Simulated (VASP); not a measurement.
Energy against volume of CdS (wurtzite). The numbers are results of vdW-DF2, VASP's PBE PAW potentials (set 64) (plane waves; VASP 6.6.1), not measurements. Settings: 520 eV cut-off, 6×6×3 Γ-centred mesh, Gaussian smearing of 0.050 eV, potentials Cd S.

Shape and ions are relaxed at each volume.

| V (Å³/atom) | E (eV/atom) |
|---|---|
| 26.390 | -0.51471 |
| 27.232 | -0.52746 |
| 28.074 | -0.53159 |
| 28.917 | -0.52844 |

Fit these four points and predict the energy of the run at 29.759 Å³/atom.

A cubic in V^(−2/3), the third-order Birch-Murnaghan form, passes through the four points with V0 = 28.11 Å³/atom and B0 = 46 GPa, and gives -0.5192 eV/atom there. The run gave -0.5191 eV/atom, +0.0 meV/atom from the fit; all five points give B0 = 46 GPa.

The compound is CdS in the wurtzite structure. It was relaxed first, which changed the volume by +13 %.
